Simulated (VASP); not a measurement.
Input:

```xyz
2
Lattice="0.0000 2.3228 2.3228 2.3228 0.0000 2.3228 2.3228 2.3228 0.0000" Properties=species:S:1:pos:R:3 pbc="T T T"
Zr     0.0000     0.0000     0.0000
C      2.3228     2.3228     2.3228
```

The numbers are results of LDA (Ceperley-Alder, Perdew-Zunger), VASP's LDA PAW potentials (set 64) (plane waves; VASP), not measurements. Numerical set-up: 520 eV cut-off, Gaussian smearing of 0.050 eV, potentials Zr_sv C.

Q: Give the energies of bands 6 to 11 at the high-symmetry points, in eV from the Fermi level.

A: 
```tsv
band	Γ	X	U	L	W
6	0.93	-1.98	-3.13	-5.47	-2.75
7	0.93	-1.95	-2.26	-3.08	-2.37
8	0.93	0.09	-1.63	-3.08	-2.37
9	1.02	0.09	1.48	4.62	3.33
10	1.02	4.61	5.02	4.62	3.33
11	1.02	5.86	5.55	5.49	5.87
```

It has no gap at this level: it comes out as a metal or semimetal.

The compound is ZrC in the rock salt structure. It was relaxed first.
